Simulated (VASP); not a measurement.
The system is TaMo2C3.

```
CELL_PARAMETERS angstrom
3.15193 0.00000 0.00000
-1.57596 2.72965 0.00000
0.00000 0.00000 9.10079
ATOMIC_POSITIONS crystal
Ta 0.00000 0.00000 0.00000
Mo 0.00000 0.00000 0.33333
Mo 0.00000 0.00000 0.66667
C 0.33333 0.66667 0.16667
C 0.33333 0.66667 0.83333
C 0.33333 0.66667 0.50000
```

The cell was built by a generator and needn't be a form met in nature.

```yaml
Program: VASP 6.6.1
Task: relaxation of cell and atoms
Functional: PBE
Potentials_or_basis: VASP PAW PBE potentials, release 64 (Ta_pv, Mo_sv, C)
Cutoff: 520 eV
k_mesh: 6 × 6 × 2
Occupations: gaussian, width 0.15 eV
Spin: no spin polarisation
```

At the start: pressure -41.1 GPa; volume 13.05 Å³/atom.

How do energy, volume and symmetry change on relaxing?

Over 11 steps the energy falls by 358.4 meV/atom and the volume is 10.79 Å³/atom (-17.3 %); space group P-6m2 (No. 187, to 0.05 Å).

The path:
```tsv
step	energy change (eV)	largest force (eV/Å)	pressure (GPa)	volume (Å³)
1	0.0000	0.8778	-41.15	78.30
2	8.1559	0.9029	229.07	46.11
3	-2.0155	1.2056	-6.91	66.40
4	-2.0459	1.2221	-2.43	65.43
5	-2.0503	1.2330	0.40	64.88
6	-2.1401	0.3069	1.36	64.41
7	-2.1401	0.2987	1.57	64.42
8	-2.1467	0.1109	-2.32	65.21
9	-2.1497	0.0607	-1.25	64.92
10	-2.1478	0.1097	1.72	64.47
11	-2.1507	0.0153	-0.21	64.74
```

Final structure:
```cif
data_structure
_symmetry_space_group_name_H-M 'P 1'
_symmetry_Int_Tables_number 1
_cell_length_a 2.9535
_cell_length_b 2.9535
_cell_length_c 8.5699
_cell_angle_alpha 90.000
_cell_angle_beta 90.000
_cell_angle_gamma 120.000
_cell_volume 64.74
loop_
_atom_site_label
_atom_site_type_symbol
_atom_site_fract_x
_atom_site_fract_y
_atom_site_fract_z
_atom_site_occupancy
Ta1 Ta 0.00000 0.00000 0.00000 1
Mo1 Mo 0.00000 0.00000 0.33553 1
Mo2 Mo 0.00000 0.00000 0.66447 1
C1 C 0.33333 0.66667 0.17541 1
C2 C 0.33333 0.66667 0.82459 1
C3 C 0.33333 0.66667 0.50000 1
```

Caveat: the k mesh is coarse (spacing up to 0.38 Å⁻¹), so the values aren't converged; the volume moved by over 15 % at a fixed basis, so the end points are rough.
